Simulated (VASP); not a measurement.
The input files of a VASP run:

File KPOINTS:
```
Automatic
0
G
 4 7 7
```

File POSCAR:
```
SiS2
9.8621480
 -0.5854229728   1.0000000000   0.5649898988
  0.2927114864  -0.5000000000   0.2824949494
  0.2927114864   0.5000000000  -0.2824949494
Si S
4 8
Cart
 -0.0000000000   0.0000000000   0.4237424241
 -0.2927114864   0.5000000000   0.7062373734
  0.0000000000   0.0000000000   0.1412474747
 -0.2927114864   0.5000000000   0.4237424241
  0.1747838827   0.3847500000   0.2824949494
 -0.1179276036   0.8847500000   0.5649898988
  0.1179276036   0.1152500000  -0.0000000000
 -0.1747838827   0.6152500000   0.2824949494
  0.1747838827   0.6152500000  -0.0000000000
 -0.1179276036   1.1152500000   0.2824949494
  0.1179276036  -0.1152500000   0.2824949494
 -0.1747838827   0.3847500000   0.5649898988
```

**INCAR**
```
SYSTEM  =  SiS2
PREC  =  Accurate; ENCUT  =  300; LREAL  =  F
LASPH  =  T
EDIFF  =  1E-6; NELM  =  100; ALGO  =  Normal
ISMEAR  =  0; SIGMA  =  0.01
GGA  =  RE
ISIF  =  2
LWAVE  =  F; LCHARG  =  F
```

POTCAR, in this order: Si S (PBE.64 set). Program: vasp_std.

Translate this revPBE calculation to Quantum ESPRESSO's pw.x.

One equivalent input (not run):
```
&CONTROL
  calculation = 'scf'
  pseudo_dir = './pseudo'
  outdir = './out'
  tprnfor = .true.
  tstress = .true.
/
&SYSTEM
  ibrav = 0
  nat = 12
  ntyp = 2
  ecutwfc = 56.6
  occupations = 'smearing'
  smearing = 'gaussian'
  degauss = 0.000735
  input_dft = 'revpbe'
/
&ELECTRONS
  conv_thr = 7.3e-08
  electron_maxstep = 100
/
ATOMIC_SPECIES
  Si 28.085 Si.upf
  S 32.060 S.upf
CELL_PARAMETERS angstrom
    -5.7735280    9.8621480    5.5720140
     2.8867640   -4.9310740    2.7860070
     2.8867640    4.9310740   -2.7860070
ATOMIC_POSITIONS crystal
  Si   0.3750000  0.7500000  0.0000000
  Si   0.8750000  0.7500000  0.0000000
  Si   0.1250000  0.2500000  0.0000000
  Si   0.6250000  0.2500000  0.0000000
  S    0.4423750  0.7985600  0.6833100
  S    0.9423750  0.7985600  0.6833100
  S    0.0576250  0.2014400  0.3166900
  S    0.5576250  0.2014400  0.3166900
  S    0.3076250  0.2985600  0.9138100
  S    0.8076250  0.2985600  0.9138100
  S    0.1923750  0.7014400  0.0861900
  S    0.6923750  0.7014400  0.0861900
K_POINTS automatic
  4 7 7 0 0 0
```
Limits of the translation: the potentials are each code's own (VASP's PAW set, PseudoDojo norm-conserving files in pw.x), so ENCUT and ecutwfc are chosen apart and not converted; conv_thr bounds pw.x's estimated SCF error, while EDIFF bounds the energy change between steps.

The structure comes from a computed database's SiS2 entry; how it stands against other phases isn't given here. The cell was not relaxed at this level. The run is one of a series of settings (KPOINTS 4×7×7 Γ-centred mesh against the base run), some of them coarse on purpose.
